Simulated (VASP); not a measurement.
Method: r2SCAN meta-GGA, VASP's PBE PAW potentials (set 64) (plane waves; VASP).

The input files of a VASP run:

File KPOINTS:
```
kpoints
0
gamma
 9 9 9
0 0 0
```

INCAR:
```
ALGO = Normal
EDIFF = 1E-7
ENCUT = 520
ISIF = 2
ISMEAR = 1
LASPH = .True.
LCHARG = .False.
LMAXMIX = 4
LMIXTAU = .True.
LREAL = .False.
LWAVE = .False.
METAGGA = R2SCAN
NELM = 100
PREC = Accurate
SIGMA = 0.1
SYSTEM = Ni3Si
```

File POSCAR:
```
Ni3Si
1
    3.4661464866     0.0000000000     0.0000000000
    0.0000000000     3.4661464866     0.0000000000
    0.0000000000     0.0000000000     3.4661464866
Si Ni
1 3
Direct
  0.0000000000   0.0000000000   0.0000000000
  0.0000000000   0.5000000000   0.5000000000
  0.5000000000   0.0000000000   0.5000000000
  0.5000000000   0.5000000000   0.0000000000
```

POTCAR, in this order: Si Ni (PBE.64 set). Program: vasp_std.

Output of the run:

**OSZICAR**
```
       N       E                     dE             d eps       ncg     rms          rms(c)
DAV:   1     0.183171237470E+03    0.18317E+03   -0.16531E+04  1470   0.228E+03
DAV:   2    -0.424980145429E+02   -0.22567E+03   -0.21815E+03  1470   0.386E+02
DAV:   3    -0.538247412376E+02   -0.11327E+02   -0.10925E+02  1590   0.117E+02
DAV:   4    -0.540664468793E+02   -0.24171E+00   -0.24059E+00  1710   0.153E+01
DAV:   5    -0.540745715669E+02   -0.81247E-02   -0.81233E-02  1782   0.267E+00    0.207E+01
DAV:   6    -0.503642802851E+02    0.37103E+01   -0.65565E+01  1679   0.139E+02    0.185E+01
DAV:   7    -0.463791288089E+02    0.39852E+01   -0.16983E+01  1613   0.720E+01    0.472E+00
DAV:   8    -0.464212386721E+02   -0.42110E-01   -0.78646E-01  1737   0.825E+00    0.256E+00
DAV:   9    -0.463634076972E+02    0.57831E-01   -0.22788E-01  1669   0.805E+00    0.436E-01
DAV:  10    -0.463710829427E+02   -0.76752E-02   -0.15715E-02  1709   0.128E+00    0.157E-01
DAV:  11    -0.463718257925E+02   -0.74285E-03   -0.43512E-03  1637   0.618E-01    0.898E-02
DAV:  12    -0.463725945282E+02   -0.76874E-03   -0.10223E-03  1751   0.357E-01    0.361E-02
DAV:  13    -0.463725930216E+02    0.15066E-05   -0.13593E-04  1596   0.120E-01    0.137E-02
DAV:  14    -0.463726271617E+02   -0.34140E-04   -0.82980E-05  1570   0.858E-02    0.946E-03
DAV:  15    -0.463726317540E+02   -0.45924E-05   -0.19459E-05  1685   0.702E-02    0.688E-03
DAV:  16    -0.463726375963E+02   -0.58422E-05   -0.11244E-05  1631   0.484E-02    0.144E-03
DAV:  17    -0.463726377119E+02   -0.11563E-06   -0.58788E-07  1549   0.102E-02    0.141E-03
DAV:  18    -0.463726379399E+02   -0.22802E-06   -0.14022E-07   888   0.634E-03    0.342E-04
DAV:  19    -0.463726379694E+02   -0.29452E-07   -0.29276E-08   835   0.256E-03
   1 F= -.46372638E+02 E0= -.46372491E+02  d E =-.441395E-03
```

File OUTCAR:
```
------------------------ aborting loop because EDIFF is reached ----------------------------------------
  FORCE on cell =-STRESS in cart. coord.  units (eV):
  Direction    XX          YY          ZZ          XY          YZ          ZX
  --------------------------------------------------------------------------------------
  Total        0.0026934      0.0026934      0.0026934      0.0000000      0.0000000      0.0000000
  in kB        0.1036249      0.1036249      0.1036249      0.0000000      0.0000000      0.0000000
  external PRESSURE =       0.1036249 kB  Pullay stress =       0.0000000 kB
  volume of cell :       41.64
      direct lattice vectors                 reciprocal lattice vectors
     3.466146487  0.000000000  0.000000000     0.288504829  0.000000000  0.000000000
     0.000000000  3.466146487  0.000000000     0.000000000  0.288504829  0.000000000
     0.000000000  0.000000000  3.466146487     0.000000000  0.000000000  0.288504829
 POSITION                                       TOTAL-FORCE (eV/Angst)
 -----------------------------------------------------------------------------------
      0.00000      0.00000      0.00000         0.000000      0.000000      0.000000
      0.00000      1.73307      1.73307         0.000000      0.000000      0.000000
      1.73307      0.00000      1.73307         0.000000      0.000000      0.000000
      1.73307      1.73307      0.00000         0.000000      0.000000      0.000000
 -----------------------------------------------------------------------------------
    total drift:                                0.000000      0.000000      0.000000
  FREE ENERGIE OF THE ION-ELECTRON SYSTEM (eV)
  ---------------------------------------------------
  free  energy   TOTEN  =       -46.3726379694 eV

  energy  without entropy=      -46.3721965742  energy(sigma->0) =      -46.37249084
```
(Selected blocks of OUTCAR.)

OUTCAR:
```
 val. band max:       10.9849500204   @ k =   0.4444   0.4444   0.3333

 cond. band min:      11.0474531857   @ k =   0.4444   0.4444   0.3333


 Fermi energy:        10.9897381391

 k-point     1 :       0.0000    0.0000    0.0000
  band No.  band energies     occupation
      1      -1.7779      2.00000
      2       5.7028      2.00000
      3       6.5843      2.00000
      4       6.5843      2.00000
      5       7.1693      2.00000
      6       7.1693      2.00000
      7       7.1693      2.00000
      8       9.3211      2.00000
      9       9.3211      2.00000
     10       9.3211      2.00000
     11       9.9967      2.00000
     12       9.9967      2.00000
     13       9.9967      2.00000
     14      10.2492      2.00000
     15      10.2492      2.00000
     16      10.6382      2.00001
     17      11.0525      0.13633
     18      11.0525      0.13633
     19      11.0525      0.13633
     20      16.6087      0.00000
     21      17.7205      0.00000

 k-point     2 :       0.1111    0.0000    0.0000
  band No.  band energies     occupation
      1      -1.6223      2.00000
      2       5.7280      2.00000
      3       6.3649      2.00000
      4       6.6940      2.00000
      5       7.1513      2.00000
      6       7.1513      2.00000
      7       7.2161      2.00000
      8       9.0361      2.00000
      9       9.0361      2.00000
     10       9.2699      2.00000
     11       9.5681      2.00000
     12      10.1375      2.00000
     13      10.1375      2.00000
     14      10.2516      2.00000
     15      10.2563      2.00000
     16      10.5751      2.00000
     17      11.0526      0.13499
     18      11.3442     -0.00001
     19      11.3442     -0.00001
     20      16.8729      0.00000
     21      17.6790      0.00000

 k-point     3 :       0.2222    0.0000    0.0000
  band No.  band energies     occupation
      1      -1.1670      2.00000
      2       5.2238      2.00000
      3       6.2145      2.00000
...
```

The compound is Ni3Si in the L1_2 structure. It was relaxed first. The run is not spin-polarised, so no magnetic state was tried.
